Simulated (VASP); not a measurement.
Output of a VASP run:

**OSZICAR**
```
       N       E                     dE             d eps       ncg     rms          rms(c)
DAV:   1     0.829431494749E+02    0.82943E+02   -0.63718E+03   360   0.161E+03
DAV:   2    -0.284439152503E+01   -0.85788E+02   -0.84891E+02   360   0.294E+02
DAV:   3    -0.777580972126E+01   -0.49314E+01   -0.47107E+01   465   0.884E+01
DAV:   4    -0.798796384659E+01   -0.21215E+00   -0.21172E+00   480   0.220E+01
DAV:   5    -0.799378195354E+01   -0.58181E-02   -0.58160E-02   438   0.238E+00    0.100E+01
DAV:   6    -0.837692048892E+01   -0.38314E+00   -0.37910E+01   376   0.214E+02    0.849E+00
DAV:   7    -0.687745331205E+01    0.14995E+01   -0.70709E+00   380   0.107E+02    0.307E+00
DAV:   8    -0.689031813296E+01   -0.12865E-01   -0.80557E-01   542   0.227E+01    0.124E+00
DAV:   9    -0.688186946674E+01    0.84487E-02   -0.47464E-02   542   0.701E+00    0.560E-01
DAV:  10    -0.688271427946E+01   -0.84481E-03   -0.23323E-03   507   0.156E+00    0.456E-01
DAV:  11    -0.688114474322E+01    0.15695E-02   -0.10591E-02   457   0.414E+00    0.181E-01
DAV:  12    -0.688118853320E+01   -0.43790E-04   -0.72401E-04   444   0.416E-01    0.405E-02
DAV:  13    -0.688119081499E+01   -0.22818E-05   -0.15126E-05   476   0.102E-01    0.372E-02
DAV:  14    -0.688119457792E+01   -0.37629E-05   -0.58668E-06   334   0.648E-02    0.175E-02
DAV:  15    -0.688119249391E+01    0.20840E-05   -0.69610E-06   355   0.106E-01    0.143E-02
DAV:  16    -0.688119235393E+01    0.13997E-06   -0.78618E-07   180   0.165E-02
   1 F= -.68811924E+01 E0= -.68797897E+01  d E =-.280527E-02
```

OUTCAR:
```
------------------------ aborting loop because EDIFF is reached ----------------------------------------
  FORCE on cell =-STRESS in cart. coord.  units (eV):
  Direction    XX          YY          ZZ          XY          YZ          ZX
  --------------------------------------------------------------------------------------
  Total        1.1317617      1.1317617      1.1317617      0.0000000     -0.0000000     -0.0000000
  in kB       37.5780796     37.5780796     37.5780796      0.0000000     -0.0000000     -0.0000000
  external PRESSURE =      37.5780796 kB  Pullay stress =       0.0000000 kB
  volume of cell :       48.25
      direct lattice vectors                 reciprocal lattice vectors
     0.000000000  2.889573000  2.889573000    -0.173035947  0.173035947  0.173035947
     2.889573000  0.000000000  2.889573000     0.173035947 -0.173035947  0.173035947
     2.889573000  2.889573000  0.000000000     0.173035947  0.173035947 -0.173035947
 POSITION                                       TOTAL-FORCE (eV/Angst)
 -----------------------------------------------------------------------------------
      1.44479      1.44479      1.44479        -0.000000     -0.000000     -0.000000
      0.00000      0.00000      0.00000         0.000000      0.000000      0.000000
 -----------------------------------------------------------------------------------
    total drift:                               -0.000002     -0.000002     -0.000002
  FREE ENERGIE OF THE ION-ELECTRON SYSTEM (eV)
  ---------------------------------------------------
  free  energy   TOTEN  =        -6.8811923539 eV

  energy  without entropy=       -6.8783870870  energy(sigma->0) =       -6.87978972
```
(Selected blocks of OUTCAR.)

POSCAR:
```
CuTe
1
    0.0000000000     2.8895730000     2.8895730000
    2.8895730000     0.0000000000     2.8895730000
    2.8895730000     2.8895730000     0.0000000000
Te Cu
1 1
Direct
  0.2500000000   0.2500000000   0.2500000000
  0.0000000000   0.0000000000   0.0000000000
```

Write an INCAR and KPOINTS that could have produced this output.

Several could match; the one computed here: the input of the run itself, PBE GGA, plane waves, VASP's PBE PAW potentials (set 64).

**INCAR**
```
SYSTEM = CuTe
PREC = Accurate
ENCUT = 400
EDIFF = 1E-6
NELM = 100
ALGO = Normal
LREAL = .FALSE.
LASPH = .TRUE.
ISMEAR = 0
SIGMA = 0.05
GGA = PE
LMAXMIX = 4
LWAVE = .FALSE.
LCHARG = .FALSE.
ISIF = 2
NBANDS = 9
```

**KPOINTS**
```
K-points
0
Gamma
 7 7 7
0 0 0
```

POTCAR, in this order: Te Cu (PBE.64 set). Program: vasp_std.

The structure was generated: CuTe was put into the zincblende type (F-43m), which need not be its known phase. The cell was not relaxed at this level. The run is one of a series of settings (NBANDS = 9 against the base run), some of them coarse on purpose. The electron count is odd and the run is not spin-polarised, which forces a metal. VASP warned that the highest band is occupied, so more bands are needed.
